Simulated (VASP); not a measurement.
Given:

```xyz
3
Lattice="1.9403 -3.3607 0.0000 1.9403 3.3607 0.0000 0.0000 0.0000 6.2095" Properties=species:S:1:pos:R:3 pbc="T T T"
Mg     0.0000     0.0000     0.0000
I      1.9403     1.1202     1.6652
I      1.9403    -1.1202     4.5443
```

Calculation: PBE GGA, VASP's PBE PAW potentials (set 64) (plane waves; VASP 6.6.1). Settings: 500 eV cut-off, 7×7×4 Γ-centred mesh, Gaussian smearing of 0.050 eV, potentials Mg I.

Without a dispersion term in the relaxation, distances and binding between the weakly bound layers, chains or molecules are unreliable, and so is what depends on them.

Task: What does the run give for the energy per atom (σ→0), pressure?

Result: 
| Item | Value |
|---|---|
| energy per atom (σ→0) | -2.363 eV/atom |
| pressure | 9.99 GPa |

The absolute energy has meaning only against runs of the same code, potentials and settings.

The compound is MgI2 in the 1T layered structure. It was relaxed first under an external pressure of 10 GPa.
